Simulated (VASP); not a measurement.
## GePt (relaxed from the CrB structure, space group Cmcm): computed properties

All values below come from r2SCAN meta-GGA, VASP's PBE PAW potentials (set 64) (plane waves; VASP 6.6.1).

```yaml
space_group: Cmcm (63)
cell: a = 2.9996 Å, b = 9.2285 Å, c = 4.6975 Å, α = β = γ = 90.00°
volume_per_atom: 16.25 Å³/atom
band gap (over mesh and band path): none (metal, semimetal or under 0.01 eV)
density: 13.67 g/cm³
```

PtGe is modelled in the orthorhombic space group Cmcm (No. 63), Pearson symbol oS8. Conventional cell: a = 3.000 Å, b = 9.228 Å, c = 4.698 Å, α = 90.00°, β = 90.00°, γ = 90.00°. Ge on 4c is coordinated by 3 Pt at 2.491–2.599 Å and 4 Pt at 2.831 Å and 2 Ge at 3.000 Å. Pt on 4c has 3 Ge at 2.491–2.599 Å and 4 Ge at 2.831 Å and 2 Pt at 2.855 Å. (Neighbours: up to the widest gap in distance over summed covalent radii, below 1.35, at either atom; cation-cation and far metal-metal contacts left out.)
(The calculation used a cell of 4 atoms; values per cell refer to that cell.)

Unless said otherwise, spin-orbit coupling is left out, though it shifts the bands of the heavy elements here.

The structure was generated: GePt was put into the CrB type (Cmcm), which need not be its known phase. It was relaxed first, which changed the volume by -42 %. Symmetry was kept, so distortions that lower it aren't found.
